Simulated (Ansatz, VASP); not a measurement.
# BaSO: VASP beside Ansatz

Wanted: the spread between two codes on one cell, functional and k mesh. The cell is invented: As first built, before any earlier steps moved the atoms (in the runner's words): S for half of the O in the BaO2 structure of space group I4/mmm. It may not be a known or stable phase. The two relaxations start from unlike cells of this crystal (the structure described is Ansatz's start), so only their ends are compared.

Program: Ansatz 0.2.0. Level of theory: plane waves, with VASP 6.6.1 beside it; relaxation of cell and atoms at PBEsol. Results are calculated unless marked as measured.

## Step 1: The starting structure

Symmetry: I4mm, No. 107, tetragonal system. The conventional cell has a = 4.027 Å, b = 4.027 Å, c = 7.238 Å, α = 90.00°, β = 90.00°, γ = 90.00°. Ba has 5 S at 2.83 to 2.95 Å and 5 O at 2.83 to 2.95 Å nearest. Nearest to O lie 1 S at 1.57 Å and 5 Ba at 2.83 to 2.95 Å. Nearest to S lie 1 O at 1.57 Å. It derives from BaO2. As first built, before any earlier steps moved the atoms (in the runner's words): S for half of the O in the BaO2 structure of space group I4/mmm. Farther neighbours and most contacts between anions are not listed.

As a file:

```xyz
3
Lattice="-2.0135 2.0135 3.6190 2.0135 -2.0135 3.6190 2.0135 2.0135 -3.6190" Properties=species:S:1:pos:R:3 pbc="T T T"
Ba    0.0000    0.0000    0.0000
O     0.0000    0.0000    2.8349
S     0.0000    0.0000    4.4032
```

## Step 2: VASP: relaxation of cell and atoms, PBEsol

The relaxed volume is the usual yardstick between codes: in a stiff, nearly cubic crystal its relative difference is about their pressure difference at one cell divided by the bulk modulus.

Lines of VASP's logs that name or quote its potential files are left out, and so is its time.

The input, INCAR:

```
SYSTEM = BaSO
PREC = Accurate
ENCUT = 600
EDIFF = 1E-07
NELM = 120
ISMEAR = 0
SIGMA = 0.03
LREAL = .FALSE.
ALGO = Normal
GGA = PS
NBANDS = 17
LORBIT = 11
LWAVE = .FALSE.
LCHARG = .FALSE.
ISIF = 3
IBRION = 2
NSW = 80
EDIFFG = -0.005
LASPH = .TRUE.
GGA_COMPAT = .FALSE.
NELMIN = 4
EFERMI = MIDGAP
```

The input, POSCAR:

```
BaSO
1.0
   -2.1558502422      2.1558502422      3.6663016120
    2.1558502422     -2.1558502422      3.6663016120
    2.1558502422      2.1558502422     -3.6663016120
Ba O S
1 1 1
Direct
    0.0247521826      0.0247521826      0.0000000000
    0.3738627548      0.3738627548      0.0000000000
    0.6013850626      0.6013850626      0.0000000000
```

The input, KPOINTS:

```
Automatic mesh
0
Gamma
8 8 8
0 0 0
```

The projector-augmented-wave data sets are Ba_sv, O and S (PBE family, release 64).

The run is started by

```sh
$ mpirun -np 1 vasp_std
```

Numbers of over 12 decimals in the logs are rounded to 6 here.

What it wrote:

```text
[banner, memory and clock lines left out]
running    1 mpi-ranks, on    1 nodes
 distrk:  each k-point on    1 cores,    1 groups
 distr:  one band on    1 cores,    1 groups

 POSCAR found type information on POSCAR BaO S
 POSCAR found :  3 types and       3 ions
|                                                                             |
|               ----> ADVICE to this user running VASP <----                  |
|                                                                             |
|     You enforced a specific xc type in the INCAR file but a different       |
|     [... a line on the potential file left out ...]
|     I HOPE YOU KNOW WHAT YOU ARE DOING!                                     |
|                                                                             |

 LDA part: xc-table for (Slater+PW92), standard interpolation
 POSCAR, INCAR and KPOINTS ok, starting setup
 FFT: planning ... GRIDC
 FFT: planning ... GRID_SOFT
 FFT: planning ... GRID
 WAVECAR not read
 entering main loop
       N       E                     dE             d eps       ncg     rms          rms(c)
DAV:   1     0.130768804618E+03    0.13077E+03   -0.11633E+04  2006   0.130E+03
DAV:   2    -0.990464845637E+01   -0.14067E+03   -0.13680E+03  2664   0.234E+02
DAV:   3    -0.178731382038E+02   -0.79685E+01   -0.79411E+01  2855   0.600E+01
DAV:   4    -0.179942425384E+02   -0.12110E+00   -0.12105E+00  2755   0.677E+00
DAV:   5    -0.179957845327E+02   -0.15420E-02   -0.15419E-02  2821   0.638E-01    0.131E+01
DAV:   6    -0.167999114374E+02    0.11959E+01   -0.67518E+00  2094   0.196E+01    0.773E+00
DAV:   7    -0.167099233229E+02    0.89988E-01   -0.62206E-01  2461   0.600E+00    0.395E+00
DAV:   8    -0.167004840830E+02    0.94392E-02   -0.17655E-01  2622   0.306E+00    0.868E-01
DAV:   9    -0.166983424297E+02    0.21417E-02   -0.21689E-02  2644   0.113E+00    0.246E-01
DAV:  10    -0.166991347645E+02   -0.79233E-03   -0.49761E-03  2302   0.448E-01    0.726E-02
DAV:  11    -0.166994527749E+02   -0.31801E-03   -0.33312E-04  2436   0.134E-01    0.765E-02
DAV:  12    -0.166995175865E+02   -0.64812E-04   -0.11571E-04  2456   0.804E-02    0.133E-02
DAV:  13    -0.166995318002E+02   -0.14214E-04   -0.25106E-05  2421   0.356E-02    0.528E-03
DAV:  14    -0.166995324627E+02   -0.66254E-06   -0.15394E-06  2632   0.846E-03    0.213E-03
DAV:  15    -0.166995324681E+02   -0.53540E-08   -0.20862E-07  2166   0.355E-03
   1 F= -.16699532E+02 E0= -.16699532E+02  d E =-.166995E+02
[...]
2 F= -.16699529E+02 E0= -.16699529E+02  d E =0.363336E-05
[...]
3 F= -.16699536E+02 E0= -.16699536E+02  d E =-.367558E-05
 curvature:  -0.21 expect dE=-0.802E-06 dE for cont linesearch -0.901E-09
 trial: gam= 0.20771 g(F)=  0.338E-05 g(S)=  0.528E-06 ort = 0.277E-06 (trialstep = 0.882E+00)
 search vector abs. value=  0.477E-05
 bond charge predicted
       N       E                     dE             d eps       ncg     rms          rms(c)
DAV:   1    -0.166995474869E+02   -0.11284E-04   -0.36380E-04  2015   0.134E-01    0.201E-02
DAV:   2    -0.166995398977E+02    0.75892E-05   -0.35898E-05  2668   0.423E-02    0.592E-03
DAV:   3    -0.166995384968E+02    0.14009E-05   -0.29919E-06  2686   0.147E-02    0.291E-03
DAV:   4    -0.166995383482E+02    0.14865E-06   -0.14427E-06  3103   0.758E-03    0.199E-03
DAV:   5    -0.166995384624E+02   -0.11423E-06   -0.36804E-08  1057   0.156E-03    0.141E-03
DAV:   6    -0.166995386235E+02   -0.16114E-06   -0.27174E-08  1041   0.121E-03    0.300E-04
DAV:   7    -0.166995386664E+02   -0.42910E-07   -0.56898E-09  1022   0.507E-04
   4 F= -.16699539E+02 E0= -.16699539E+02  d E =-.252279E-05
 trial-energy change:   -0.000003  1 .order   -0.000003   -0.000003   -0.000002
 step:   1.6743(harm=  1.6743)  dis= 0.00048  next Energy=   -16.699539 (dE=-0.332E-05)
 reached required accuracy - stopping structural energy minimisation
```

OUTCAR, selected parts (step 2):

```text
ion  position               nearest neighbor table
   1  0.025  0.025  0.000-   2 2.56   3 3.10   3 3.10   3 3.10   3 3.10   3 3.10   2 3.24   2 3.24
                             2 3.24   2 3.24
   2  0.374  0.374  0.000-   3 1.67   1 2.56   1 3.24   1 3.24   1 3.24   1 3.24
   3  0.601  0.601  0.000-   2 1.67   1 3.10   1 3.10   1 3.10   1 3.10   1 3.10

  LATTYP: Found a body centered tetragonal cell.
 ALAT       =     4.3117004844
 C/A-ratio  =     1.7006290791

 Subroutine GETGRP returns: Found  8 space group operations
 (whereof  8 operations were pure point group operations)

The static configuration has the point symmetry C_4v.

 Found     59 irreducible k-points:

   k-points           NKPTS =     59   k-points in BZ     NKDIM =     59   number of bands    NBANDS=     17

   dimension x,y,z NGX =    40 NGY =   40 NGZ =   40
   dimension x,y,z NGXF=    80 NGYF=   80 NGZF=   80

   ENCUT  =  600.0 eV  44.10 Ry    6.64 a.u.   9.52  9.52  9.52*2*pi/ulx,y,z

   NELECT =      22.0000    total number of electrons

 k-points in reciprocal lattice and weights: Automatic mesh
   0.00000000  0.00000000  0.00000000       0.002
   0.12500000 -0.00000000  0.00000000       0.016
   0.25000000 -0.00000000  0.00000000       0.016
   0.37500000 -0.00000000  0.00000000       0.016
   0.50000000 -0.00000000  0.00000000       0.008
   0.12500000  0.12500000  0.00000000       0.016
   0.25000000  0.12500000  0.00000000       0.031
   0.37500000  0.12500000  0.00000000       0.031
   0.50000000  0.12500000 -0.00000000       0.031
[...]
-0.37500000 -0.37500000  0.37500000       0.004
   0.50000000  0.50000000  0.50000000       0.002

 average (electrostatic) potential at core
       1 -36.1638       2 -72.2315       3 -88.7172

 E-fermi :   3.5065

 k-point     1 :       0.0000    0.0000    0.0000
  band No.  band energies     occupation
    ...
      7      -3.0255      2.00000
      8      -0.9140      2.00000
      9      -0.9140      2.00000
     10       1.7518      2.00000
     11       1.7518      2.00000
     12       4.9154      0.00000
     13       5.0859      0.00000
     14       6.9319      0.00000
     15       7.3254      0.00000
     16       8.9962      0.00000
    ...

 k-point     2 :       0.1250   -0.0000    0.0000
  band No.  band energies     occupation
    ...
      7      -2.8681      2.00000
      8      -1.0605      2.00000
      9      -1.0262      2.00000
     10       1.7018      2.00000
     11       1.8142      2.00000
     12       5.1607      0.00000
     13       5.3578      0.00000
     14       7.2487      0.00000
     15       7.2873      0.00000
     16       8.5592      0.00000
    ...

 k-point     3 :       0.2500   -0.0000    0.0000
  band No.  band energies     occupation
    ...
      7      -2.4896      2.00000
      8      -1.4027      2.00000
      9      -1.2871      2.00000
     10       1.7193      2.00000
     11       2.0044      2.00000
     12       5.4958      0.00000
     13       5.8917      0.00000
     14       7.3852      0.00000
     15       7.8500      0.00000
     16       8.2237      0.00000
    ...

  Total       -0.0001050     -0.0001050     -0.0004541      0.0000000      0.0000000      0.0000000
  in kB       -0.0024705     -0.0024705     -0.0106807      0.0000000      0.0000000      0.0000000
  external PRESSURE =      -0.0052072 kB  Pullay stress =       0.0000000 kB

  energy-cutoff  :      600.00
  volume of cell :       68.13
      direct lattice vectors                 reciprocal lattice vectors
    -2.155671914  2.155671914  3.665084147     0.000000000  0.231946242  0.136422516
     2.155671914 -2.155671914  3.665084147     0.231946242  0.000000000  0.136422516
     2.155671914  2.155671914 -3.665084147     0.231946242  0.231946242  0.000000000

 POSITION                                       TOTAL-FORCE (eV/Angst)
 -----------------------------------------------------------------------------------
      0.00000      0.00000      0.18121        -0.000000     -0.000000     -0.003527
      0.00000      0.00000      2.74054        -0.000000     -0.000000     -0.000223
      2.15567      2.15567      0.74334         0.000000      0.000000      0.003751
 -----------------------------------------------------------------------------------
    total drift:                               -0.000001     -0.000001     -0.000051

  FREE ENERGIE OF THE ION-ELECTRON SYSTEM (eV)
  ---------------------------------------------------
  free  energy   TOTEN  =       -16.6995386664 eV

  energy  without entropy=      -16.6995386664  energy(sigma->0) =      -16.69953867

 reached required accuracy - stopping structural energy minimisation

 total charge
# of ion       s       p       d       tot
------------------------------------------
    1        1.995   5.592   0.314   7.901
    2        1.563   3.402   0.000   4.966
    3        1.324   2.361   0.000   3.685
--------------------------------------------------
tot          4.883  11.355   0.314  16.552

[... 3 further parts left out ...]
```

CONTCAR:

```
BaSO
   1.00000000000000
    -2.1556719143944170    2.1556719143944170    3.6650841468449133
     2.1556719143944170   -2.1556719143944170    3.6650841468449133
     2.1556719143944170    2.1556719143944170   -3.6650841468449133
  Ba              O               S
     1     1     1
Direct
     0.0247206079826701    0.0247206079826701    0.0000000000000000
     0.3738714155677127    0.3738714155677127    0.0000000000000000
     0.6014079764496173    0.6014079764496173    1.0000000000000000
```

The run keeps the 8 symmetry operations of its start, so it cannot find a distortion of lower symmetry.

## Step 3: Ansatz: relaxation of cell and atoms, PBEsol

Ansatz runs on its default PAW (the set named soft_2) files.

Its own start cell and the same functional, mesh and smearing now go to Ansatz, which takes its cutoff from its data sets.

The input, input.yaml:

```yaml
crystal:
  lattice:
    - [-2.0135493273, 2.0135493273, 3.6190231497]
    - [2.0135493273, -2.0135493273, 3.6190231497]
    - [2.0135493273, 2.0135493273, -3.6190231497]
  atoms:
    - { symbol: Ba, position: [0.0, 0.0, 0.0] }
    - { symbol: O, position: [0.39166423, 0.39166423, 0.0] }
    - { symbol: S, position: [0.60833577, 0.60833577, 0.0] }
kpoints:
  mp_grid: { grid: [8, 8, 8] }
scf:
  occupations: { method: gaussian, width: 0.03 }
hamiltonian:
  xc: pbesol
output:
  forces: true
  stress: true
relax:
  f_tol: 0.02
  max_steps: 60
  cell: {}
```

The run is started by

```sh
$ ansatz run input.yaml --threads 2 --pin off --max-ram 4096MiB --backend cpu --events-out ev --progress --plain --runs-dir out
```

What it wrote:

```text
Engine: ansatz 0.2.0, x86_64-unknown-linux-gnu
Pseudopotentials: kind: paw
Pseudopotential: Ba, paw, valence charge 10, recommended cutoff 420 eV (normal), Ba.paw.azcp
Pseudopotential: O, paw, valence charge 6, recommended cutoff 420 eV (normal), O.paw.azcp
Pseudopotential: S, paw, valence charge 6, recommended cutoff 420 eV (normal), S.paw.azcp
Functional definition: PBEsol
  exchange = pbesol_x
  correlation = pbesol_c
Crystal: 3 atoms, lattice volume = 58.692 Å³
Basis set: ecut = 420 eV, 1161 PW (Γ), exchange–correlation on 64×64×64 points (8 copies of the dense FFT grid, shifted against one another)
Bands: 15, of which v1, the nominal top of the filled ones, is band 11 counted from 1 (10 counted from 0)
Symmetry: 8 space group operations
Space group: I4mm (ITA 107), of the structure as read, at distance tolerance 3.9e-5 Å
k-points: 59 of 512 (time reversal used)
Non-local potential: Ba, projectors of the file, l = 0: 3, l = 1: 2, l = 2: 2, l = 3: 2
Non-local potential: O, projectors of the file, l = 0: 2, l = 1: 2, l = 2: 1
Non-local potential: S, projectors of the file, l = 0: 2, l = 1: 2, l = 2: 2
PAW form: soft (Blöchl's): semilocal exchange-correlation on the pseudo side does not see the compensation charge
PAW frozen core: Ba, regenerated for the run's functional, and the local potential with it (the file was generated under x = pbe(κ = 0.804, μ = 0.219515), c = pbe(β = 0.066725))
PAW frozen core: O, regenerated for the run's functional, and the local potential with it (the file was generated under x = pbe(κ = 0.804, μ = 0.219515), c = pbe(β = 0.066725))
PAW frozen core: S, regenerated for the run's functional, and the local potential with it (the file was generated under x = pbe(κ = 0.804, μ = 0.219515), c = pbe(β = 0.066725))
PAW one-centre angular grid: Ba, 194 points (default); XC on 64 Gauss nodes
PAW one-centre angular grid: O, 110 points (default); XC on 64 Gauss nodes
PAW one-centre angular grid: S, 110 points (default); XC on 64 Gauss nodes
Initial density: superposition of atomic densities (neutral atoms: chi_scale 0, normalization atom), corrected by the library's trained network
Initial wavefunctions: pseudopotential atomic-orbital guess
Functional: x = pbesol(κ = 0.804, μ = 0.123457), c = pbesol(β = 0.046)
SCF iter   1: F=—  HF=-7310.628970 eV  |F-HF|=—  |Δ(HF+E_count)|=         —  Δρ=1.16e-2  dr2=8.61e-2  ethr=1.77e-3  ⟨swp⟩=8.2  Hψ=6665  notcnv=0
preconditioner: auto → none  [insulator: Δε(μ)=0.169 eV  Ē_g=12.836 eV  σ=0.030 eV  W_gap=1.00  n_scr=14 (ndim 8)  ℏωp=21.7 eV  f_vac=0.002  D(μ)=0.00/eV (n_scr^D=0)  ε∞_Penn≈3.9]
SCF iter   2: F=—  HF=-7310.608271 eV  |F-HF|=—  |Δ(HF+E_count)|=   2.07e-2  Δρ=2.22e-3  dr2=2.39e-3  ethr=3.91e-4  ⟨swp⟩=3.0  Hψ=1964  notcnv=0
SCF iter   3: F=—  HF=-7310.608961 eV  |F-HF|=—  |Δ(HF+E_count)|=   6.89e-4  Δρ=8.99e-4  dr2=3.54e-4  ethr=1.09e-5  ⟨swp⟩=2.3  Hψ=1418  notcnv=0
SCF iter   4: F=—  HF=-7310.609210 eV  |F-HF|=—  |Δ(HF+E_count)|=   2.50e-4  Δρ=1.72e-4  dr2=1.37e-5  ethr=1.61e-6  ⟨swp⟩=2.8  Hψ=1483  notcnv=0
SCF iter   5: F=—  HF=-7310.609210 eV  |F-HF|=—  |Δ(HF+E_count)|=   8.31e-7  Δρ=3.19e-5  dr2=2.94e-7  ethr=6.23e-8  ⟨swp⟩=2.1  Hψ=1331  notcnv=0
SCF iter   6: F=-7310.609210 eV  HF=-7310.609210 eV  |F-HF|=6.97e-9  |Δ(HF+E_count)|=   2.97e-7  Δρ=4.93e-6  dr2=8.26e-9  ethr=4.55e-10  ⟨swp⟩=4.6  Hψ=3199  notcnv=0
SCF 1 converged in 6 iterations: F = -7310.609210 eV  dr2 = 8.26e-9
  greatest PAW one-centre occupation: 0.954 electrons in one spin orbital (limit 2), on the Ba atom at site 0 (counted from 0), in its partial waves of l = 0
relax step   1: F+E_penalty+E_count = -7310.60920991 eV  Δ(F+E_penalty+E_count) = +0.000e0 eV  max|allowed force component| = 3.002e0 eV/Å  Δτ_max = 0.0000 Å  P = +9.894 GPa  Ω = 58.692 Å³  (6 SCF iters, dr2 threshold 1.00e-7 eV, accepted)
[...]
relax step   9: F+E_penalty+E_count = -7310.89620710 eV  Δ(F+E_penalty+E_count) = -5.093e-4 eV  max|allowed force component| = 1.264e-2 eV/Å  Δτ_max = 0.0119 Å  P = -0.034 GPa  Ω = 66.818 Å³  energy of the carried Pulay correction = -1.455e-3 eV  (6 SCF iters, dr2 threshold 3.00e-7 eV, accepted)
[...]
relax step  10: F+E_penalty+E_count = -7310.89619184 eV  Δ(F+E_penalty+E_count) = +1.525e-5 eV  max|allowed force component| = 7.365e-3 eV/Å  Δτ_max = 0.0044 Å  P = +0.031 GPa  Ω = 66.827 Å³  energy of the carried Pulay correction = -1.490e-3 eV  (6 SCF iters, dr2 threshold 7.20e-9 eV, accepted)
[...]
relax step  11: F+E_penalty+E_count = -7310.89620207 eV  Δ(F+E_penalty+E_count) = -1.022e-5 eV  max|allowed force component| = 1.185e-3 eV/Å  Δτ_max = 0.0015 Å  P = -0.003 GPa  Ω = 66.834 Å³  energy of the carried Pulay correction = -1.491e-3 eV  (6 SCF iters, dr2 threshold 8.41e-9 eV, accepted)
[...]
relax step  12: F+E_penalty+E_count = -7310.89780497 eV  Δ(F+E_penalty+E_count) = -1.603e-3 eV  max|allowed force component| = 1.034e-3 eV/Å  Δτ_max = 0.0000 Å  P = +0.007 GPa  Ω = 66.834 Å³  stress off target by 1.73e-2 GPa  SCF on the basis re-selected at this cell (its energy is not comparable with the rows above)  (6 SCF iters)
basis re-selected at this cell: Δ(F+E_penalty+E_count) = -1.603e-3 eV, ΔP = +0.009 GPa vs the last step (what re-selecting the basis moved, of the pressure what is left beyond the Pulay correction that the steps carried, after the strain that the cell walked since its last selection, with what the two solves' SCF thresholds leave and, on support functions, any second-order correction that the steps lacked; it is no m [...]
SCF converged after 6 iterations
Free energy (F): -7310.897805 eV
Harris-Foulkes:  -7310.897805 eV  (|F-HF|=1.82e-12)
Internal energy: -7310.897805 eV  (E = F + TS)
E sigma→0 (E₀):  -7310.897805 eV
Fermi energy:    8.237090 eV
--- Per-component energies (eV) ---
  E_band       = -51.719944
  E_kinetic    = 452.593045
  E_local      = -803.826509  (includes V_loc(G=0)·N_el)
  E_nonlocal   = 135.229267
  E_hartree    = 279.879325
  E_xc         = -337.202263
  E_vxc        = -318.250715  (∫ρ·V_xc dr)
  E_paw        = -5876.635177  (= ΣΔE_a)
  E_vpaw       = -77.226053  (= ΣTr[D̂ρ^β])
  E_aug_tail   = 0.002384  (compensation charges beyond the density's cutoff)
  E_ewald      = -1161.186547
  E_core_change = 0.248670  (= ΣΔE_core)
  E_smearing   = -0.000000  (= −TS)
  E_closure    = -0.000000  (closes the sum)
  Σ components = -7310.897805   (vs F -7310.897805, Δ=0.00e0)
--- Forces (eV/Å), atoms counted from 1 ---
  atom   1  Ba     0.00000000     0.00000000    -0.00011472
  atom   2  O      0.00000000     0.00000000     0.00103423
  atom   3  S     -0.00000000    -0.00000000    -0.00091823
  max |Σ_I F_I| component: 1.27e-6 eV/Å
--- Stress (GPa, compression-positive) ---
        0.017260       0.000000       0.000000
        0.000000       0.017260       0.000000
        0.000000       0.000000      -0.014092
  P = ⅓ Tr σ = 0.0068 GPa (0.068 kbar)
--- Relaxed structure (10 steps of the walk, 10 accepted, 2 SCFs on fresh bases) ---
  F+E_penalty+E_count = -7310.89780497 eV   max|allowed force component| = 1.034e-3 eV/Å   (the final SCF, on the basis selected at the relaxed cell)
  cell:  # Å, volume = 66.8341 Å³
    - [-2.146221, 2.146221, 3.627345]
    - [2.146221, -2.146221, 3.627345]
    - [2.146221, 2.146221, -3.627345]
  atoms:
    - { symbol: Ba, position: [0.025437, 0.025437, 0] }
    - { symbol: O, position: [0.372267, 0.372267, 0] }
    - { symbol: S, position: [0.602296, 0.602296, 0] }
```

## Step 4: Comparison

Known differences besides the potentials themselves: the cutoff is 420 eV in Ansatz and 600 eV in VASP; Ansatz makes its cores anew for this functional, VASP keeps those of its PBE data sets; Ansatz adds a Pulay correction to the stress that steers its cell, VASP none. Total energies have different zeros and are not compared.

The two programs side by side:

```csv
quantity,Ansatz,VASP,difference
volume (Å³),66.83,68.13,-1.90 %
"edge a after relaxation, in the typed setting (Å)",4.730,4.767,-0.79 %
```

## Step 5: Outcome

* difference in volume (relaxation of cell and atoms, PBEsol): -1.9 %

What this shows: The difference in volume is -1.9 % (relaxation of cell and atoms, PBEsol), beyond the 1.2 % picked in this series as the mark of a large difference, as far as the stopping tolerances let one tell. What causes the difference of the relaxation of cell and atoms, PBEsol pair stays open here. How closely two codes agree says nothing of how well the functional describes the real material.

[Lines on the potential files, build, host, timing and source positions are cut from VASP's logs without a mark.]

[Logs are printed without paths, hosts, clocks, repeated set-up lines and the standing remarks that a program may print on its own settings, such as how far it seeks lower states.]

[Hosts, paths, dates, database ids (printed as entryN), source tags and the programs' standing remarks are cut or masked in the printed files.]
